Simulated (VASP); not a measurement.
OSZICAR of a VASP run on Co (hcp):

OSZICAR:
```
       N       E                     dE             d eps       ncg     rms          rms(c)
DAV:   1     0.806193802377E+02    0.80619E+02   -0.83543E+03 10036   0.158E+03
DAV:   2    -0.139452960501E+02   -0.94565E+02   -0.87566E+02  9900   0.256E+02
DAV:   3    -0.161634973697E+02   -0.22182E+01   -0.21522E+01 11860   0.557E+01
DAV:   4    -0.161966756702E+02   -0.33178E-01   -0.33170E-01 14490   0.523E+00
DAV:   5    -0.161969511246E+02   -0.27545E-03   -0.27545E-03 12145   0.447E-01    0.145E+01
DAV:   6    -0.145437654105E+02    0.16532E+01   -0.14494E+01 10523   0.768E+01    0.753E+00
DAV:   7    -0.140867184281E+02    0.45705E+00   -0.20871E+00 10964   0.283E+01    0.376E+00
DAV:   8    -0.140744849523E+02    0.12233E-01   -0.23123E-02 13759   0.173E+00    0.183E+00
DAV:   9    -0.140590221156E+02    0.15463E-01   -0.64274E-03 14849   0.135E+00    0.626E-01
DAV:  10    -0.140594947220E+02   -0.47261E-03   -0.69389E-04 13590   0.373E-01    0.340E-01
DAV:  11    -0.140594616260E+02    0.33096E-04   -0.49248E-04 13421   0.338E-01    0.301E-02
DAV:  12    -0.140594603974E+02    0.12286E-05   -0.16832E-05 10909   0.375E-02    0.155E-02
DAV:  13    -0.140594588197E+02    0.15777E-05   -0.22798E-06 14782   0.200E-02    0.949E-03
DAV:  14    -0.140594594986E+02   -0.67884E-06   -0.50233E-07 11814   0.794E-03    0.398E-03
DAV:  15    -0.140594592710E+02    0.22753E-06   -0.68787E-08  5860   0.476E-03    0.126E-03
DAV:  16    -0.140594592628E+02    0.82746E-08   -0.14782E-08  5559   0.195E-03
   1 F= -.14717769E+02 E0= -.14717907E+02  d E =-.147178E+02  mag=     3.2811
```

Which electronic solver shows in the log?

It is blocked Davidson (ALGO = Normal, or the opening steps of other solvers). The INCAR had ALGO = Normal.

How was spin treated?

Collinear spin (ISPIN = 2): the summary line carries one mag value, 3.28 μB in the cell.

Can the final energy be trusted as converged?

Self-consistency was reached. It stopped with EDIFF = 1E-7, NELM = 100, NSW = 30 and EDIFFG = -0.01 after 1 ionic step (PBE GGA with D3 dispersion (zero damping), plane waves, VASP's PBE PAW potentials (set 64)).

The compound is Co in the hcp structure. This cell is one point of a volume scan, at 1.06 of the reference volume.
